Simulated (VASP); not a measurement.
Computed with rev-vdW-DF2, VASP's PBE PAW potentials (set 64) (plane waves; VASP).

Input for VASP

INCAR:
```
SYSTEM = CdF2
PREC = Accurate
ENCUT = 520
EDIFF = 1E-7
NELM = 100
ALGO = Normal
LREAL = .FALSE.
LASPH = .TRUE.
ISMEAR = 0
SIGMA = 0.05
GGA = MK
PARAM1 = 0.1234568
PARAM2 = 0.7114
ZAB_VDW = -1.8867
LUSE_VDW = .TRUE.
AGGAC = 0.0
LMAXMIX = 4
LWAVE = .FALSE.
LCHARG = .FALSE.
ISIF = 2
```

File KPOINTS:
```
Automatic mesh
0
Gamma
7 7 7
0 0 0
```

### POSCAR
```
CdF2
1
    0.0000000000     2.6911387522     2.6911387522
    2.6911387522     0.0000000000     2.6911387522
    2.6911387522     2.6911387522     0.0000000000
Cd F
1 2
Direct
  0.0000000000   0.0000000000   0.0000000000
  0.2500000000   0.2500000000   0.2500000000
  0.7500000000   0.7500000000   0.7500000000
```

POTCAR, in this order: Cd F (PBE.64 set). Program: vasp_std.

The resulting files:

OUTCAR:
```
 ion  position               nearest neighbor table
   1  0.000  0.000  0.000-   3 2.33   3 2.33   3 2.33   2 2.33   2 2.33   2 2.33   3 2.33   2 2.33
  LATTYP: Found a face centered cubic cell.
 ALAT       =     5.3822775044
 Subroutine PRICEL returns:
 Original cell was already a primitive cell.
 Subroutine GETGRP returns: Found 48 space group operations
The static configuration has the point symmetry O_h .
The dynamic configuration has the point symmetry O_h .
 Subroutine INISYM returns: Found 48 space group operations
 Subroutine IBZKPT returns following result:
 Found     20 irreducible k-points:

 Following reciprocal coordinates:
            Coordinates               Weight
  0.000000  0.000000  0.000000      1.000000
  0.142857  0.000000  0.000000      8.000000
  0.285714  0.000000  0.000000      8.000000
  0.428571  0.000000  0.000000      8.000000
  0.142857  0.142857  0.000000      6.000000
  0.285714  0.142857  0.000000     24.000000
  0.428571  0.142857  0.000000     24.000000
 -0.428571  0.142857  0.000000     24.000000
 -0.285714  0.142857  0.000000     24.000000
 -0.142857  0.142857  0.000000     12.000000
  0.285714  0.285714  0.000000      6.000000
  0.428571  0.285714  0.000000     24.000000
 -0.428571  0.285714  0.000000     24.000000
 -0.285714  0.285714  0.000000     12.000000
  0.428571  0.428571  0.000000      6.000000
 -0.428571  0.428571  0.000000     12.000000
  0.428571  0.285714  0.142857     24.000000
 -0.428571  0.285714  0.142857     48.000000
 -0.428571  0.428571  0.142857     24.000000
 -0.285714  0.428571  0.142857     24.000000
   k-points           NKPTS =     20   k-points in BZ     NKDIM =     20   number of bands    NBANDS=     17
   number of dos      NEDOS =    301   number of ions     NIONS =      3
   total plane-waves  NPLWV =  21952
   dimension x,y,z NGX =    28 NGY =   28 NGZ =   28
   dimension x,y,z NGXF=    56 NGYF=   56 NGZF=   56
...
```

**OSZICAR**
```
       N       E                     dE             d eps       ncg     rms          rms(c)
DAV:   1     0.209616837386E+03    0.20962E+03   -0.16024E+04   696   0.156E+03
DAV:   2     0.256172094695E+01   -0.20706E+03   -0.20247E+03   792   0.386E+02
DAV:   3    -0.647651488590E+01   -0.90382E+01   -0.90082E+01   712   0.903E+01
DAV:   4    -0.652578246487E+01   -0.49268E-01   -0.49261E-01   786   0.659E+00
DAV:   5    -0.652595025849E+01   -0.16779E-03   -0.16779E-03   727   0.341E-01    0.103E+01
DAV:   6    -0.482438936111E+01    0.17016E+01   -0.51843E+00   900   0.434E+01    0.758E+00
DAV:   7    -0.485448130851E+01   -0.30092E-01   -0.79535E-01   683   0.953E+00    0.444E+00
DAV:   8    -0.484132994611E+01    0.13151E-01   -0.15381E-01   684   0.405E+00    0.708E-01
DAV:   9    -0.483231587968E+01    0.90141E-02   -0.38020E-02   857   0.248E+00    0.919E-02
DAV:  10    -0.483266741158E+01   -0.35153E-03   -0.28123E-03   684   0.655E-01    0.948E-02
DAV:  11    -0.483270162180E+01   -0.34210E-04   -0.10643E-04   725   0.150E-01    0.376E-02
DAV:  12    -0.483270666322E+01   -0.50414E-05   -0.43675E-05   682   0.671E-02    0.151E-02
DAV:  13    -0.483270665420E+01    0.90158E-08   -0.15605E-06   701   0.118E-02    0.606E-03
DAV:  14    -0.483270648577E+01    0.16843E-06   -0.33383E-07   685   0.112E-02    0.698E-04
DAV:  15    -0.483270648452E+01    0.12487E-08   -0.20234E-08   345   0.151E-03
   1 F= -.48327065E+01 E0= -.48327065E+01  d E =-.164833E-11
```

**OUTCAR**
```
------------------------ aborting loop because EDIFF is reached ----------------------------------------
  FORCE on cell =-STRESS in cart. coord.  units (eV):
  Direction    XX          YY          ZZ          XY          YZ          ZX
  --------------------------------------------------------------------------------------
  Total        0.8464944      0.8464944      0.8464944     -0.0000000      0.0000000      0.0000000
  in kB       34.7933641     34.7933641     34.7933641     -0.0000000      0.0000000      0.0000000
  external PRESSURE =      34.7933641 kB  Pullay stress =       0.0000000 kB
  volume of cell :       38.98
      direct lattice vectors                 reciprocal lattice vectors
     0.000000000  2.691138752  2.691138752    -0.185794954  0.185794954  0.185794954
     2.691138752  0.000000000  2.691138752     0.185794954 -0.185794954  0.185794954
     2.691138752  2.691138752  0.000000000     0.185794954  0.185794954 -0.185794954
 POSITION                                       TOTAL-FORCE (eV/Angst)
 -----------------------------------------------------------------------------------
      0.00000      0.00000      0.00000         0.000000      0.000000      0.000000
      1.34557      1.34557      1.34557        -0.000000     -0.000000     -0.000000
      4.03671      4.03671      4.03671         0.000000      0.000000      0.000000
 -----------------------------------------------------------------------------------
    total drift:                                0.000000      0.000000      0.000000
  FREE ENERGIE OF THE ION-ELECTRON SYSTEM (eV)
  ---------------------------------------------------
  free  energy   TOTEN  =        -4.8327064845 eV

  energy  without entropy=       -4.8327064845  energy(sigma->0) =       -4.83270648
```
(Selected blocks of OUTCAR.)

### OUTCAR
```
 val. band max:       -1.5424006293   @ k =  -0.2857   0.4286   0.1429

 cond. band min:       1.5071864061   @ k =   0.0000   0.0000   0.0000


 Fermi energy:        -1.3119235829

 k-point     1 :       0.0000    0.0000    0.0000
  band No.  band energies     occupation
      1     -22.1734      2.00000
      2     -21.0406      2.00000
      3      -7.0903      2.00000
      4      -7.0903      2.00000
      5      -7.0903      2.00000
      6      -5.8607      2.00000
      7      -5.8607      2.00000
      8      -2.4692      2.00000
      9      -2.4692      2.00000
     10      -2.4692      2.00000
     11      -1.9702      2.00000
     12      -1.9702      2.00000
     13      -1.9702      2.00000
     14       1.5072      0.00000
     15      11.1127      0.00000
     16      11.1127      0.00000
     17      11.1127      0.00000

 k-point     2 :       0.1429    0.0000    0.0000
  band No.  band energies     occupation
      1     -22.1068      2.00000
      2     -21.0987      2.00000
      3      -7.0138      2.00000
      4      -7.0138      2.00000
      5      -6.8728      2.00000
      6      -5.8837      2.00000
      7      -5.8837      2.00000
      8      -3.0551      2.00000
      9      -2.6034      2.00000
     10      -2.6034      2.00000
     11      -2.1354      2.00000
     12      -1.9582      2.00000
     13      -1.9581      2.00000
     14       2.2538      0.00000
     15      10.2007      0.00000
     16      11.4161      0.00000
     17      11.4161      0.00000

 k-point     3 :       0.2857    0.0000    0.0000
  band No.  band energies     occupation
      1     -21.9330      2.00000
      2     -21.2542      2.00000
      3      -6.8540      2.00000
      4      -6.8540      2.00000
      5      -6.3098      2.00000
      6      -5.8881      2.00000
      7      -5.8881      2.00000
      8      -3.8664      2.00000
      9      -2.9524      2.00000
     10      -2.9524      2.00000
     11      -2.8165      2.00000
...
```

The compound is CdF2 in the fluorite structure. This cell is one point of a volume scan, at 0.97 of the reference volume.
